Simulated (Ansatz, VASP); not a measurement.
## MoW2CS2Cl2 (W2CCl2 MXene under 2H-MoS2, AB): VASP beside Ansatz

One calculation is typed for both programs; each brings its own data sets. How far apart do they land? The structure shown is the start of the Ansatz relaxation below; VASP solves that cell, so the two are compared at the walk's first step.

Main program and level: Ansatz 0.2.0; plane waves, with VASP 6.6.1 beside it; single point at LDA.

## Step 1: Set-up

The cell holds 8 atoms: 2 Cl, 2 W, 1 C, 2 S and 1 Mo. Its edges and angles: a = 3.153 Å, b = 3.153 Å, c = 55.376 Å, α = 90.0°, β = 90.0°, γ = 120.0°. Vacuum lies along c.

## Step 2: Ansatz: relaxation, LDA

Ansatz runs on its default PAW (the set named soft_2) files.

The two programs are compared at the cell with which this relaxation starts, whose forces are those of its first step.

input.yaml

```yaml
crystal:
  lattice:
    - [3.152704, 0.0, 0.0]
    - [-1.576352, 2.7303217546, 0.0]
    - [0.0, 0.0, 55.3757225586]
  atoms:
    - { symbol: Cl, position: [0.3333333333, 0.6666666667, 0.3900626304] }
    - { symbol: W, position: [0.6666666667, 0.3333333333, 0.4207323825] }
    - { symbol: C, position: [0.0, 0.0, 0.4430021185] }
    - { symbol: W, position: [0.3333333333, 0.6666666667, 0.4652718547] }
    - { symbol: Cl, position: [0.6666666667, 0.3333333333, 0.4959416068] }
    - { symbol: S, position: [0.6666666667, 0.3333333333, 0.5510198949] }
    - { symbol: Mo, position: [0.3333333333, 0.6666666667, 0.5804786323] }
    - { symbol: S, position: [0.6666666667, 0.3333333333, 0.6099373696] }
  periodic: [true, true, false]
kpoints:
  mp_grid: { grid: [12, 12, 1] }
hamiltonian:
  xc: lda
scf:
  occupations: { method: fermi_dirac, width: 0.05 }
  convergence: { dr2_threshold: 1.0e-09 }
relax:
  f_tol: 0.004
  max_steps: 90
  cell: {}
output:
  write_potential: true
  write_density: true
  volumetric_format: npy
```

Run with:

```bash
> ansatz run input.yaml --threads 8 --pin off --max-ram 12288MiB --backend cpu --events-out ev --progress --plain --runs-dir out
```

Numbers of over 12 decimals in the logs are rounded to 6 here.

Log:

```text
Warning: relax.cell: scf.convergence.dr2_threshold = 1e-9 eV is looser than the 1.62680099039e-10 eV advised for a relaxation that steers and ends on the stress (1e-10 eV for each atom of the cell: 8, times the square of relax.cell.stress_2d_tol = 0.05 N/m over 22.2 Å (the atoms' height at the walk's start and 5 Å past either face), 2.255e-2 GPa, over a crystal's default 0.05). What an SCF threshold leaves in a stress goes as its square root, and in the free energy as the threshold itself, and one threshold admits the most on a small cell: [figures from the program's tests cut] Set scf.convergence.dr2_threshold to 1.62680099039e-10 eV or tighter. [rest of the remark cut]
Engine: ansatz 0.2.0, aarch64-unknown-linux-gnu
Pseudopotentials: kind: paw
Pseudopotential: Cl, paw, valence charge 7, recommended cutoff 420 eV (normal), Cl.paw.azcp
Pseudopotential: W, paw, valence charge 14, recommended cutoff 420 eV (normal), W.paw.azcp
Pseudopotential: C, paw, valence charge 4, recommended cutoff 420 eV (normal), C.paw.azcp
Pseudopotential: S, paw, valence charge 6, recommended cutoff 420 eV (normal), S.paw.azcp
Pseudopotential: Mo, paw, valence charge 14, recommended cutoff 420 eV (normal), Mo.paw.azcp
Functional definition: SPW92
  exchange = slater_x
  correlation = pw_c
Crystal: 8 atoms, lattice volume = 476.668 Å³
Basis set: ecut = 420 eV, 9221 PW (Γ)
Bands: 44, of which v1, the nominal top of the filled ones, is band 36 counted from 1 (35 counted from 0)
Symmetry: 6 space group operations
Space group: P3m1 (ITA 156), of the structure as read, at distance tolerance 7.8e-5 Å
k-points: 19 of 144 (time reversal used)
Non-local potential: Cl, projectors of the file, l = 0: 2, l = 1: 2, l = 2: 2
Non-local potential: W, projectors of the file, l = 0: 3, l = 1: 2, l = 2: 2, l = 3: 1
Non-local potential: C, projectors of the file, l = 0: 2, l = 1: 2, l = 2: 1
Non-local potential: S, projectors of the file, l = 0: 2, l = 1: 2, l = 2: 2
Non-local potential: Mo, projectors of the file, l = 0: 3, l = 1: 2, l = 2: 2, l = 3: 1
PAW form: soft (Blöchl's): semilocal exchange-correlation on the pseudo side does not see the compensation charge
PAW frozen core: Cl, regenerated for the run's functional, and the local potential with it (the file was generated under x = pbe(κ = 0.804, μ = 0.219515), c = pbe(β = 0.066725))
PAW frozen core: W, regenerated for the run's functional, and the local potential with it (the file was generated under x = pbe(κ = 0.804, μ = 0.219515), c = pbe(β = 0.066725))
PAW frozen core: C, regenerated for the run's functional, and the local potential with it (the file was generated under x = pbe(κ = 0.804, μ = 0.219515), c = pbe(β = 0.066725))
PAW frozen core: S, regenerated for the run's functional, and the local potential with it (the file was generated under x = pbe(κ = 0.804, μ = 0.219515), c = pbe(β = 0.066725))
PAW frozen core: Mo, regenerated for the run's functional, and the local potential with it (the file was generated under x = pbe(κ = 0.804, μ = 0.219515), c = pbe(β = 0.066725))
PAW one-centre angular grid: Cl, 110 points (default); XC on 64 Gauss nodes
PAW one-centre angular grid: W, 590 points (default); XC on 64 Gauss nodes
PAW one-centre angular grid: C, 110 points (default); XC on 64 Gauss nodes
PAW one-centre angular grid: S, 110 points (default); XC on 64 Gauss nodes
PAW one-centre angular grid: Mo, 590 points (default); XC on 64 Gauss nodes
Initial density: superposition of atomic densities (neutral atoms: chi_scale 0, normalization atom), corrected by the library's trained network
Initial wavefunctions: pseudopotential atomic-orbital guess
Functional: x = slater, c = lda
SCF iter   1: F=—  HF=-29175.656766 eV  |F-HF|=—  |Δ(HF+E_count)|=         —  Δρ=8.25e-3  dr2=2.26e0  ethr=1.77e-3  ⟨swp⟩=13.7  Hψ=5903  notcnv=0
preconditioner: auto → LDOS  [metal: Δε(μ)=0.032 eV  Ē_g=8.133 eV  σ=0.050 eV  W_gap=0.16  n_scr=34 (ndim 8)  ℏωp=11.8 eV  f_vac=0.716  D(μ)=4.18/eV (n_scr^D=22)  β→1.0]
SCF iter   2: F=—  HF=-29175.496226 eV  |F-HF|=—  |Δ(HF+E_count)|=   1.61e-1  Δρ=4.24e-3  dr2=6.03e-1  ethr=1.77e-3  ⟨swp⟩=3.4  Hψ=1516  notcnv=0  defer=12
SCF iter   3: F=—  HF=-29175.654120 eV  |F-HF|=—  |Δ(HF+E_count)|=   1.58e-1  Δρ=9.80e-3  dr2=2.03e0  ethr=8.38e-4  ⟨swp⟩=5.6  Hψ=2254  notcnv=0  defer=11  recentre
[...]
SCF iter   1: F=—  HF=-29176.667701 eV  |F-HF|=—  |Δ(HF+E_count)|=         —  Δρ=6.41e-6  dr2=1.09e-8  ethr=3.08e-7  ⟨swp⟩=6.8  Hψ=10413  notcnv=0
eigensolver tolerance schedule: the retry pair's looser diagonalisation over-reported the residual by 20350.55 of it (diagonalisation noise at an unbounded share of the residual, at the tolerance the schedule requests for it); recorded, not acted on — ethr = c·dr2/N_el stays at c = 1.0e-1
preconditioner: auto → LDOS  [metal: Δε(μ)=0.010 eV  Ē_g=8.495 eV  σ=0.050 eV  W_gap=0.05  n_scr=34 (ndim 8)  ℏωp=11.5 eV  f_vac=0.719  D(μ)=3.49/eV (n_scr^D=18)  β→1.0]
SCF iter   2: F=—  HF=-29176.667445 eV  |F-HF|=—  |Δ(HF+E_count)|=   2.56e-4  Δρ=1.11e-6  dr2=1.04e-8  ethr=1.51e-11  ⟨swp⟩=7.6  Hψ=4347  notcnv=0
SCF iter   3: F=—  HF=-29176.667443 eV  |F-HF|=—  |Δ(HF+E_count)|=   2.00e-6  Δρ=8.55e-7  dr2=2.60e-8  ethr=1.44e-11  ⟨swp⟩=3.9  Hψ=1693  notcnv=0  recentre
SCF iter   4: F=—  HF=-29176.667445 eV  |F-HF|=—  |Δ(HF+E_count)|=   2.00e-6  Δρ=6.23e-7  dr2=7.57e-9  ethr=1.44e-11  ⟨swp⟩=2.9  Hψ=1269  notcnv=0
SCF iter   5: F=-29176.667445 eV  HF=-29176.667444 eV  |F-HF|=3.26e-7  |Δ(HF+E_count)|=   3.28e-7  Δρ=3.03e-7  dr2=8.56e-10  ethr=1.39e-12  ⟨swp⟩=16.6  Hψ=8589  notcnv=0
SCF 14 converged in 5 iterations: F = -29176.667445 eV  dr2 = 8.56e-10
relax step  14: F+E_penalty+E_count = -29176.66744462 eV  Δ(F+E_penalty+E_count) = -3.694e-5 eV  max|allowed force component| = 2.695e-3 eV/Å  Δτ_max = 0.0000 Å  P = -0.002 N/m  Ω = 501.647 Å³  fix = [c, alpha, beta]  reactions: c -0.000 N/m  stress off target by 2.47e-3 N/m on what of the cell is left free  SCF on the basis re-selected at this cell (its energy is not comparable with the rows above)  (5 SCF iters)
basis re-selected at this cell: Δ(F+E_penalty+E_count) = -3.694e-5 eV, ΔP = +0.000 N/m vs the last step (what re-selecting the basis moved, of the pressure what is left beyond the Pulay correction that the steps carried, after the strain that the cell walked since its last selection, with what the two solves' SCF thresholds leave and, on support functions, any second-order correction that the steps lacked; it is no m [...]
WARN: The output density's exchange-correlation potential varies sharply where the density is thin. Do not read a vacuum level from v_tot or v_xc, or from such a field of the output density. On a cell that repeats whose density bears no net charge and no dipole along the vacuum's axis use v_es (v_loc + v_h of the components); under efield.dipole_correction with no amplitude use v_es + v_field, which holds any externa [...]
SCF converged after 5 iterations
Free energy (F): -29176.667445 eV
Harris-Foulkes:  -29176.667444 eV  (|F-HF|=3.26e-7)
Internal energy: -29176.639221 eV  (E = F + TS)
E sigma→0 (E₀):  -29176.653333 eV
Entropy (-TS):   -0.028224 eV (-3.528 meV/atom)
Fermi energy:    -4.524590 eV
--- Per-component energies (eV) ---
  E_band       = -1777.283298
  E_kinetic    = 1982.874879
  E_local      = -483189.688799  (includes V_loc(G=0)·N_el)
  E_nonlocal   = 310.005604
  E_hartree    = 240366.116201
  E_xc         = -1168.125617
  E_vxc        = -1188.827694  (∫ρ·V_xc dr)
  E_paw        = -22189.454696  (= ΣΔE_a)
  E_vpaw       = -423.882161  (= ΣTr[D̂ρ^β])
  E_aug_tail   = 0.000107  (compensation charges beyond the density's cutoff)
  E_ewald      = 234709.843767
  E_core_change = 1.789333  (= ΣΔE_core)
  E_smearing   = -0.028224  (= −TS)
  E_closure    = -0.000000  (closes the sum)
  Σ components = -29176.667445   (vs F -29176.667445, Δ=0.00e0)
--- Forces (eV/Å), atoms counted from 1 ---
  atom   1  Cl     0.00000000    -0.00000000    -0.00002118
  atom   2  W      0.00000000     0.00000000     0.00293564
  atom   3  C     -0.00000000    -0.00000000     0.00059113
  atom   4  W      0.00000000    -0.00000000    -0.00242381
  atom   5  Cl     0.00000000     0.00000000     0.00053498
  atom   6  S      0.00000000     0.00000000     0.00040481
  atom   7  Mo     0.00000000     0.00000000    -0.00024778
  atom   8  S      0.00000000     0.00000000     0.00039664
  max |Σ_I F_I| component: 2.17e-3 eV/Å
--- 2D stress c σ (N/m, compression-positive) ---
       -0.002474       0.000000       0.000000
        0.000000      -0.002474       0.000000
        0.000000       0.000000      -0.000000
  P = ½ c Tr σ = -0.0025 N/m
--- Band table (eV; the first three rows and the last of 19) ---
  k-point 0: bands = [... 32 lower, -7.6188, -7.3592, -5.6040, -5.1148, -4.0528, -4.0528, -3.8898, -3.2328, ... 4 higher]
  k-point 1: bands = [... 32 lower, -7.5493, -6.9828, -5.6844, -5.1531, -4.3818, -4.0378, -3.3738, -3.3245, ... 4 higher]
  k-point 2: bands = [... 32 lower, -7.0975, -6.8278, -5.9919, -5.3299, -4.6370, -3.9875, -3.4701, -3.4127, ... 4 higher]
  k-point 18: bands = [... 32 lower, -6.7021, -6.5163, -6.4950, -5.9937, -4.5312, -3.2428, -3.2300, -3.1928, ... 4 higher]
  the weakly bound empty levels are not read free of the cell's end (no_gap_told)
--- Relaxed structure (12 steps of the walk, 11 accepted, 2 SCFs on fresh bases) ---
  F+E_penalty+E_count = -29176.66744462 eV   max|allowed force component| = 2.695e-3 eV/Å   (the final SCF, on the basis selected at the relaxed cell)
  cell:  # Å, volume = 501.6473 Å³
    - [3.234255, 3.017982086096356e-18, 0]
    - [-1.617127, 2.800947, 0]
    - [0, 0, 55.3757225586]
  atoms:
    - { symbol: Cl, position: [0.333333, 0.666667, 0.392223] }
    - { symbol: W, position: [0.666667, 0.333333, 0.424914] }
    - { symbol: C, position: [-2.7460298208815882e-17, -2.0816681711704913e-17, 0.441967] }
    - { symbol: W, position: [0.333333, 0.666667, 0.459180] }
    - { symbol: Cl, position: [0.666667, 0.333333, 0.491709] }
    - { symbol: S, position: [0.666667, 0.333333, 0.554822] }
    - { symbol: Mo, position: [0.333333, 0.666667, 0.582152] }
    - { symbol: S, position: [0.666667, 0.333333, 0.609479] }
```

(Continued in part 2 of 2.)

[Lines on the potential files, build, host, timing and source positions are cut from VASP's logs without a mark.]

[Logs are printed without paths, hosts, clocks, repeated set-up lines and the standing remarks that a program may print on its own settings, such as how far it seeks lower states.]

[Hosts, paths, dates, database ids (printed as entryN), source tags and the programs' standing remarks are cut or masked in the printed files.]
